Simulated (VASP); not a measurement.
Input:

```
Co
1.0
    1.22705    -2.13594     0.00000
    1.22705     2.13594     0.00000
    0.00000     0.00000     3.97802
Co
2
Direct
  0.33333   0.66667   0.25000
  0.66667   0.33333   0.75000
```
Starting moments (μB, in the order of the record's atoms Co Co): 1.6 1.6.

These are PBEsol GGA, VASP's PBE PAW potentials (set 64) (plane waves; VASP) values and carry that method's errors. Settings: 480 eV cut-off, 16×16×8 Γ-centred mesh, first-order Methfessel-Paxton smearing of 0.10 eV, potentials Co.

Question: Give the stress tensor in GPa (positive for a compressed cell).

Answer: 
```
-1.62   0.00   0.00
 0.00  -2.99   0.00
 0.00   0.00  -2.62
```
The pressure is its mean diagonal, -2.41 GPa.

The compound is Co in the hcp structure. This cell was strained or had an atom moved on purpose.
